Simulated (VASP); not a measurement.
Data:

```
Si
1.0
    0.00000     2.74079     2.74079
    2.74079     0.00000     2.74079
    2.74079     2.74079     0.00000
Si
2
Cartesian
  0.00000   0.00000   0.00000
  1.37039   1.37039   1.37039
```

Level of theory: SCAN meta-GGA, VASP's PBE PAW potentials (set 64) (plane waves; VASP 6.6.1). Settings: 520 eV cut-off, 8×8×8 Γ-centred mesh, Gaussian smearing of 0.050 eV, potentials Si.

Q: The job: Si (diamond), 2 atoms, SCAN, static run, 520 eV, 8×8×8 Γ-centred mesh. Roughly how much core time does it take on a busy server core?

A: About 50 core-seconds (one run on a shared machine, a rough figure). It had 29 irreducible k-points, 8 bands, up to 1124 plane waves and 20 electronic steps.

The compound is Si in the diamond structure. This cell is one point of a volume scan, at 1.03 of the reference volume.
